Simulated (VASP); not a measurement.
Elastic constants (GPa) of a crystal from PBEsol GGA, VASP's PBE PAW potentials (set 64) run with VASP 6.6.1:

|  | xx | yy | zz | yz | xz | xy |
|---|---|---|---|---|---|---|
| xx | 209.6 | 20.8 | 20.8 | 0.0 | 0.0 | 0.0 |
| yy | 20.8 | 209.6 | 20.8 | 0.0 | 0.0 | 0.0 |
| zz | 20.8 | 20.8 | 209.6 | 0.0 | 0.0 | 0.0 |
| yz | 0.0 | 0.0 | 0.0 | 60.0 | 0.0 | 0.0 |
| xz | 0.0 | 0.0 | 0.0 | 0.0 | 60.0 | 0.0 |
| xy | 0.0 | 0.0 | 0.0 | 0.0 | 0.0 | 60.0 |

Question: Work out the Voigt, Reuss and Hill moduli, Young's modulus and Poisson's ratio.

Answer: All eigenvalues are positive (smallest 60.0 GPa), so the crystal is stable. K_V = (C11+C22+C33+2(C12+C13+C23))/9 = (628.8 + 2×62.4)/9 = 83.7 GPa; G_V = (628.8 − 62.4 + 3×180.0)/15 = 73.8 GPa. From the compliances, K_R = 83.7 GPa and G_R = 70.2 GPa. Hill: K = 83.7 GPa, G = 72.0 GPa, E = 9KG/(3K+G) = 167.9 GPa, ν = (3K−2G)/(2(3K+G)) = 0.166. K/G = 1.16, below Pugh's 1.75; universal anisotropy A^U = 0.25.

Question: With a density of 2.06 g/cm³, what are the mean sound speeds?

Answer: v_l = √((K+4G/3)/ρ) = 9.34 km/s and v_t = √(G/ρ) = 5.91 km/s. The crystal is Li$_{2}$O (antifluorite), cubic.

The compound is Li2O in the antifluorite structure. It was relaxed first.
